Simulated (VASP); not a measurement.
Output of a VASP run:

File OUTCAR:
```
 ion  position               nearest neighbor table
   1  0.000  0.000  0.000-
  LATTYP: Found a body centered cubic cell.
 ALAT       =     4.2208077952
 Subroutine PRICEL returns:
 Original cell was already a primitive cell.
 Subroutine GETGRP returns: Found 48 space group operations
The static configuration has the point symmetry O_h .
The dynamic configuration has the point symmetry O_h .
 Subroutine INISYM returns: Found 48 space group operations
 Subroutine IBZKPT returns following result:
 Found    104 irreducible k-points:

 Following reciprocal coordinates:
            Coordinates               Weight
  0.000000  0.000000  0.000000      1.000000
  0.071429  0.000000  0.000000     12.000000
  0.142857  0.000000  0.000000     12.000000
  0.214286  0.000000  0.000000     12.000000
  0.285714  0.000000  0.000000     12.000000
  0.357143  0.000000  0.000000     12.000000
  0.428571  0.000000  0.000000     12.000000
  0.500000  0.000000  0.000000      6.000000
  0.071429  0.071429  0.000000     24.000000
  0.142857  0.071429 -0.000000     48.000000
  0.214286  0.071429 -0.000000     48.000000
  0.285714  0.071429  0.000000     48.000000
  0.357143  0.071429  0.000000     48.000000
  0.428571  0.071429  0.000000     48.000000
  0.142857  0.142857  0.000000     24.000000
  0.214286  0.142857  0.000000     48.000000
  0.285714  0.142857  0.000000     48.000000
  0.357143  0.142857  0.000000     48.000000
  0.428571  0.142857  0.000000     24.000000
  0.214286  0.214286  0.000000     24.000000
  0.285714  0.214286  0.000000     48.000000
  0.357143  0.214286  0.000000     48.000000
  0.285714  0.285714  0.000000     24.000000
  0.357143  0.285714  0.000000     24.000000
  0.071429  0.071429  0.071429      8.000000
  0.142857  0.071429  0.071429     24.000000
  0.214286  0.071429  0.071429     24.000000
  0.285714  0.071429  0.071429     24.000000
  0.357143  0.071429  0.071429     24.000000
  0.428571  0.071429  0.071429     12.000000
 -0.071429  0.071429  0.071429      6.000000
  0.142857  0.142857  0.071429     24.000000
  0.214286  0.142857  0.071429     48.000000
  0.285714  0.142857  0.071429     48.000000
  0.357143  0.142857  0.071429     48.000000
 -0.142857  0.142857  0.071429     24.000000
  0.214286  0.214286  0.071429     24.000000
  0.285714  0.214286  0.071429     48.000000
  0.357143  0.214286  0.071429     24.000000
 -0.214286  0.214286  0.071429     24.000000
   k-points           NKPTS =    104   k-points in BZ     NKDIM =    104   number of bands    NBANDS=      7
   number of dos      NEDOS =    601   number of ions     NIONS =      1
   total plane-waves  NPLWV =  21952
   dimension x,y,z NGX =    28 NGY =   28 NGZ =   28
   dimension x,y,z NGXF=    56 NGYF=   56 NGZF=   56
   ions per type =               1
   PREC   = accura    normal or accurate (medium, high low for compatibility)
   ISTART =      0    job   : 0-new  1-cont  2-samecut
   ICHARG =      2    charge: 1-file 2-atom 10-const
   ISPIN  =      1    spin polarized calculation?
   LNONCOLLINEAR =      F non collinear calculations
   LSORBIT =      F    spin-orbit coupling
   INIWAV =      1    electr: 0-lowe 1-rand  2-diag
   ENCUT  =  520.0 eV  38.22 Ry    6.18 a.u.   6.80  6.80  6.80*2*pi/ulx,y,z
   NELM   =    100;   NELMIN=  2; NELMDL= -5     # of ELM steps
   EDIFF  = 0.1E-06   stopping-criterion for ELM
   LREAL  =      F    real-space projection
   NLSPLINE    = F    spline interpolate recip. space projectors
   LMAXMIX     =    2 max onsite mixed and CHGCAR
   VOSKOWN=      0    Vosko Wilk Nusair interpolation
   EDIFFG = 0.1E-05   stopping-criterion for IOM
   NSW    =      0    number of steps for IOM
   NBLOCK =      1;   KBLOCK =      1    inner block; outer block
   IBRION =     -1    ionic relax: 0-MD 1-quasi-New 2-CG
   NFREE  =      0    steps in history (QN), initial steepest desc. (CG)
...
```

OSZICAR:
```
       N       E                     dE             d eps       ncg     rms          rms(c)
DAV:   1     0.504009546699E+02    0.50401E+02   -0.74756E+03  1925   0.302E+03
DAV:   2     0.987031303008E+00   -0.49414E+02   -0.49401E+02  2618   0.439E+02
DAV:   3    -0.107191755841E+01   -0.20589E+01   -0.20588E+01  2891   0.116E+02
DAV:   4    -0.112114898164E+01   -0.49231E-01   -0.49232E-01  2905   0.246E+01
DAV:   5    -0.112299475941E+01   -0.18458E-02   -0.18461E-02  2898   0.460E+00    0.639E-01
DAV:   6    -0.456524970478E+01   -0.34423E+01   -0.59179E+00  1470   0.395E+01    0.462E-01
DAV:   7    -0.475629751804E+01   -0.19105E+00   -0.15334E-01  1981   0.695E+00    0.269E-01
DAV:   8    -0.486064558623E+01   -0.10435E+00   -0.28362E-02  1533   0.239E+00    0.402E-01
DAV:   9    -0.484426048862E+01    0.16385E-01   -0.95901E-02  1456   0.652E+00    0.123E-01
DAV:  10     0.271027954389E+02    0.31947E+02   -0.28752E+04  1456   0.509E+05    0.255E-01
DAV:  11    -0.472748095099E+01   -0.31830E+02   -0.20579E+00  1456   0.147E+01    0.162E-01
DAV:  12    -0.476295755512E+01   -0.35477E-01   -0.11603E-01  1456   0.388E+00    0.141E-01
DAV:  13    -0.475629872952E+01    0.66588E-02   -0.51617E-03  1519   0.667E-01    0.987E-02
DAV:  14    -0.476217030225E+01   -0.58716E-02   -0.14032E-03  1456   0.472E-01    0.761E-02
DAV:  15    -0.476254380289E+01   -0.37350E-03   -0.12012E-04  1512   0.150E-01    0.790E-02
DAV:  16    -0.476256243058E+01   -0.18628E-04   -0.42696E-06  1680   0.406E-02    0.813E-02
DAV:  17    -0.476251980953E+01    0.42621E-04   -0.25095E-05  1505   0.103E-01    0.722E-02
DAV:  18    -0.476239250511E+01    0.12730E-03   -0.22294E-04  1477   0.321E-01    0.438E-02
DAV:  19    -0.476231793313E+01    0.74572E-04   -0.14843E-04  1645   0.264E-01    0.206E-02
DAV:  20    -0.476230730738E+01    0.10626E-04   -0.33306E-05  1575   0.123E-01    0.963E-03
DAV:  21    -0.476230589049E+01    0.14169E-05   -0.87542E-06  1477   0.643E-02    0.409E-03
DAV:  22    -0.476230770276E+01   -0.18123E-05   -0.19884E-06  1484   0.300E-02    0.150E-03
DAV:  23    -0.476230779283E+01   -0.90079E-07   -0.56849E-07  1484   0.166E-02
   1 F= -.47623078E+01 E0= -.47623078E+01  d E =0.000000E+00
       N       E                     dE             ncg
```

**OUTCAR**
```
------------------------ aborting loop because EDIFF is reached ----------------------------------------
  FORCE on cell =-STRESS in cart. coord.  units (eV):
  Direction    XX          YY          ZZ          XY          YZ          ZX
  --------------------------------------------------------------------------------------
  Total        0.0136010      0.0136010      0.0136010      0.0000000     -0.0000000      0.0000000
  in kB        0.5795960      0.5795960      0.5795960      0.0000000     -0.0000000      0.0000000
  external PRESSURE =       0.5795960 kB  Pullay stress =       0.0000000 kB
  volume of cell :       37.60
      direct lattice vectors                 reciprocal lattice vectors
    -2.110403898  2.110403898  2.110403898     0.000000000  0.236921473  0.236921473
     2.110403898 -2.110403898  2.110403898     0.236921473  0.000000000  0.236921473
     2.110403898  2.110403898 -2.110403898     0.236921473  0.236921473  0.000000000
 POSITION                                       TOTAL-FORCE (eV/Angst)
 -----------------------------------------------------------------------------------
      0.00000      0.00000      0.00000        -0.000000     -0.000000      0.000000
 -----------------------------------------------------------------------------------
    total drift:                               -0.000000     -0.000000      0.000000
  FREE ENERGIE OF THE ION-ELECTRON SYSTEM (eV)
  ---------------------------------------------------
  free  energy   TOTEN  =        -4.7623077928 eV

  energy  without entropy=       -4.7623077928  energy(sigma->0) =       -4.76230779

 total charge

# of ion       s       p       d       tot
------------------------------------------
    1        0.091   5.972   0.000   6.063
```
(Selected blocks of OUTCAR.)

**POSCAR**
```
Na
1
   -2.1104038976     2.1104038976     2.1104038976
    2.1104038976    -2.1104038976     2.1104038976
    2.1104038976     2.1104038976    -2.1104038976
Na
1
Direct
  0.0000000000   0.0000000000   0.0000000000
```

Reconstruct the remaining input files.

One answer among several that fit: the input of the run itself, TPSS meta-GGA, plane waves, VASP's PBE PAW potentials (set 64).

### INCAR
```
! general
SYSTEM =Na
PREC   =Accurate
ENCUT  =520
LREAL  =.FALSE.   ! projection in real space or not
LASPH  =.TRUE.

! electronic loop
EDIFF  =1E-7   ! SCF stop (eV)
NELM   =100   ! most electronic steps
ALGO   =Normal   ! blocked Davidson
LMIXTAU=.TRUE.

! smearing
ISMEAR =-5   ! tetrahedra, Bloechl

! functional
METAGGA=TPSS

! ions
ISIF   =2

! output
LWAVE  =.FALSE.
LCHARG =.FALSE.
LORBIT =11
NEDOS  =601   ! DOS grid
```

KPOINTS:
```
Automatic mesh
0
Gamma
14 14 14
0 0 0
```

KPOINTS_OPT:
```
k-points along high-symmetry lines
10
Line-mode
Reciprocal
  0.000000   0.000000   0.000000 ! GAMMA
  0.500000  -0.500000   0.500000 ! H

  0.500000  -0.500000   0.500000 ! H
  0.000000  -0.000000   0.500000 ! N

  0.000000  -0.000000   0.500000 ! N
  0.000000   0.000000   0.000000 ! GAMMA

  0.000000   0.000000   0.000000 ! GAMMA
  0.250000   0.250000   0.250000 ! P

  0.250000   0.250000   0.250000 ! P
  0.500000  -0.500000   0.500000 ! H

  0.250000   0.250000   0.250000 ! P
  0.000000  -0.000000   0.500000 ! N
```

POTCAR, in this order: Na_pv (PBE.64 set). Program: vasp_std.

For a metal the tetrahedron method with Blöchl corrections gives inexact stress and forces.

The compound is Na in the bcc structure. It was relaxed first.
